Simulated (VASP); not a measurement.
```yaml
crystal:
  lattice:
    - [1.87986, -3.25601, 0.00000]
    - [1.87986, 3.25601, 0.00000]
    - [0.00000, 0.00000, 6.06087]
  atoms:
    - { symbol: Pt, position: [0.00000, 0.00000, 0.00000] }
    - { symbol: Se, position: [0.33333, 0.66667, 0.21486] }
    - { symbol: Se, position: [0.66667, 0.33333, 0.78514] }
```

Computed with PBE GGA, VASP's PBE PAW potentials (set 64) (plane waves; VASP 6.6.1). Numerical set-up: 480 eV cut-off, 6×6×4 Γ-centred mesh, Gaussian smearing of 0.050 eV, potentials Pt Se.

Without a dispersion term in the relaxation, distances and binding between the weakly bound layers, chains or molecules are unreliable, and so is what depends on them.

### Question
What does the run give for the energy per atom (σ→0)?

### Answer

```yaml
energy per atom (σ→0): -4.766 eV/atom
```

Total energies compare only between runs with the same potentials, cut-off and functional.

The compound is PtSe2 in the 1T layered structure. It was relaxed first, which changed the volume by +21 %.
